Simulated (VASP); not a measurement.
A run of VASP 6.6.1 is set up as follows.

INCAR

```
  PREC = Accurate
  ENCUT = 520
  EDIFF = 1E-6
  ISMEAR = 0
  SIGMA = 0.05
  LREAL = F
  LASPH = T
  NELM = 60
  ALGO = Normal
  ISIF = 2
  LWAVE = F
  LCHARG = F
  ISPIN = 2
  MAGMOM = 0.6 -0.3 0 0
  LORBIT = 11
  LMAXMIX = 4
  LDAU = T
  LDAUTYPE = 2
  LDAUL = 2 -1
  LDAUU = 7 0
  LDAUJ = 0 0
  LDAUPRINT = 1
  GGA = PE
  NBANDS = 32
```

File KPOINTS:

```
Automatic mesh
0
Gamma
  7 7 4
```

File POSCAR:

```
RhN
1.0
    2.9628278700      0.0000000000      0.0000000000
   -1.4814139400      2.5658842000      0.0000000000
    0.0000000000      0.0000000000      5.7831464200
Rh N
2 2
Direct
    0.0000000000      0.0000000000      0.0000000000
    0.0000000000      0.0000000000      0.5000000000
    0.6666666667      0.3333333333      0.2500000000
    0.6666666667      0.3333333333      0.7500000000
```

Potentials or basis: VASP PAW PBE potentials, release 64 (Rh_pv, N).

Command:

```console
$ cat potpaw_PBE.64/Rh_pv/POTCAR potpaw_PBE.64/N/POTCAR > POTCAR
$ mpirun -np 1 vasp_std > vasp.out
```

Q: Estimate the site moments.

A: Rh +2.08, -2.08; N -0.00 μB.

Q: Estimate the band gap on the k mesh.

A: None (metal or under the smearing width).

Q: Predict the pressure.

A: -1.7 GPa.

Eigenvalues of the final occupation matrices:
| site | spin | trace | eigenvalues |
| --- | --- | --- | --- |
| site 1 d | 1 | 4.62 | 0.90 0.90 0.94 0.94 0.95 |
| site 1 d | 2 | 2.53 | 0.35 0.35 0.48 0.48 0.88 |
| site 2 d | 1 | 2.53 | 0.35 0.35 0.48 0.48 0.88 |
| site 2 d | 2 | 4.62 | 0.90 0.90 0.94 0.94 0.95 |

The state reached can hang on the start; a lower one may exist.
